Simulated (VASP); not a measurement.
Input:

```yaml
crystal:
  lattice:
    - [0.00000, 2.98350, 2.98350]
    - [2.98350, 0.00000, 2.98350]
    - [2.98350, 2.98350, 0.00000]
  atoms:
    - { symbol: Hg, position: [0.00000, 0.00000, 0.00000] }
    - { symbol: S, position: [0.25000, 0.25000, 0.25000] }
```

These are PBE GGA, VASP's PBE PAW potentials (set 64) (plane waves; VASP) values and carry that method's errors. Settings: PREC = Single, 400 eV cut-off, 7×7×7 Γ-centred mesh, Gaussian smearing of 0.050 eV, potentials Hg S.

Unless said otherwise, spin-orbit coupling is left out, though it shifts the bands of the heavy elements here.

Task: What does the run give for the energy per atom (σ→0), pressure, band gap (on the k-mesh) with the smallest direct gap where there is one?

Result: 
```
Property                                                    Result
------------------------  ----------------------------------------
band gap (on the k-mesh)  none (metal, semimetal or under 0.01 eV)
energy per atom (σ→0)                               -2275 meV/atom
pressure                                                  1.00 GPa
```

Only differences to runs with the same potentials and settings are physical.

The compound is HgS in the zinc blende structure, metacinnabar; cinnabar is the stable form. The cell was not relaxed at this level. The run is one of a series of settings (PREC = Single against the base run), some of them coarse on purpose.
